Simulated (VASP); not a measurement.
Given:

```
As
1.0
    3.53429    -1.89447    -0.05383
    3.53429     1.89447    -0.05383
    2.56656     0.00000     3.08155
As
2
Direct
  0.23050   0.23050   0.23050
  0.76950   0.76950   0.76950
```

Computed with PBEsol GGA, VASP's PBE PAW potentials (set 64) (plane waves; VASP 6.6.1). Settings: 480 eV cut-off, 12×12×12 Γ-centred mesh, first-order Methfessel-Paxton smearing of 0.10 eV, potentials As.

Each row applies one change to this cell, which was relaxed at other settings and keeps the small stress of the first row; at a fixed cut-off the stress holds a Pulay part, so it need not integrate to ΔE exactly. Stress is in GPa, positive when the cell is compressed.

```json
[
 {"change": "none", "ΔE (meV/atom)": "0.0", "σxx": "-0.03", "σyy": "0.00", "σzz": "0.00", "largest shear component, with its sign (GPa)": "-0.01", "largest force (eV/Å)": "0.001"},
 {"change": "biaxial strain of +1.5 % in the xz plane", "ΔE (meV/atom)": "5.2", "σxx": "-2.44", "σyy": "-1.43", "σzz": "-2.67", "largest shear component, with its sign (GPa)": "0.62", "largest force (eV/Å)": "0.189"},
 {"change": "biaxial strain of +0.5 % in the yz plane", "ΔE (meV/atom)": "0.7", "σxx": "-0.43", "σyy": "-1.16", "σzz": "-1.02", "largest shear component, with its sign (GPa)": "-0.10", "largest force (eV/Å)": "0.045"},
 {"change": "atom 1 (As) moved by 0.200 Å along y", "ΔE (meV/atom)": "36.7", "σxx": "0.19", "σyy": "2.51", "σzz": "0.88", "largest shear component, with its sign (GPa)": "-3.61", "largest force (eV/Å)": "0.858"},
 {"change": "atom 2 (As) moved by 0.200 Å along x", "ΔE (meV/atom)": "?", "σxx": "?", "σyy": "?", "σzz": "?", "largest shear component, with its sign (GPa)": "?", "largest force (eV/Å)": "?"},
 {"change": "atom 2 (As) moved by 0.100 Å along z", "ΔE (meV/atom)": "10.8", "σxx": "-0.09", "σyy": "1.18", "σzz": "1.71", "largest shear component, with its sign (GPa)": "1.76", "largest force (eV/Å)": "0.477"},
 {"change": "biaxial strain of -1.0 % in the yz plane with the ions relaxed", "ΔE (meV/atom)": "?", "σxx": "?", "σyy": "?", "σzz": "?", "largest shear component, with its sign (GPa)": "?", "largest force (eV/Å)": "?"},
 {"change": "uniaxial strain of +1.0 % along y with the ions relaxed", "ΔE (meV/atom)": "1.0", "σxx": "-0.14", "σyy": "-1.58", "σzz": "-0.55", "largest shear component, with its sign (GPa)": "-0.26", "largest force (eV/Å)": "0.005"},
 {"change": "biaxial strain of +0.5 % in the yz plane with the ions relaxed", "ΔE (meV/atom)": "0.6", "σxx": "-0.27", "σyy": "-1.06", "σzz": "-0.90", "largest shear component, with its sign (GPa)": "-0.03", "largest force (eV/Å)": "0.008"}
]
```

Problem. Some entries are withheld; supply them.

Solution. 
- biaxial strain of -1.0 % in the yz plane with the ions relaxed, ΔE (meV/atom): 2.7
- biaxial strain of -1.0 % in the yz plane with the ions relaxed, σxx: 0.52
- biaxial strain of -1.0 % in the yz plane with the ions relaxed, σyy: 2.27
- biaxial strain of -1.0 % in the yz plane with the ions relaxed, σzz: 1.90
- biaxial strain of -1.0 % in the yz plane with the ions relaxed, largest shear component, with its sign (GPa): 0.03
- biaxial strain of -1.0 % in the yz plane with the ions relaxed, largest force (eV/Å): 0.008
- atom 2 (As) moved by 0.200 Å along x, ΔE (meV/atom): 82.5
- atom 2 (As) moved by 0.200 Å along x, σxx: 6.40
- atom 2 (As) moved by 0.200 Å along x, σyy: 4.01
- atom 2 (As) moved by 0.200 Å along x, σzz: 5.08
- atom 2 (As) moved by 0.200 Å along x, largest shear component, with its sign (GPa): -1.74
- atom 2 (As) moved by 0.200 Å along x, largest force (eV/Å): 1.703

Failed runs are left out, and for metals the shear rows, which the mesh's noise covers.

The compound is As in the a7 structure.
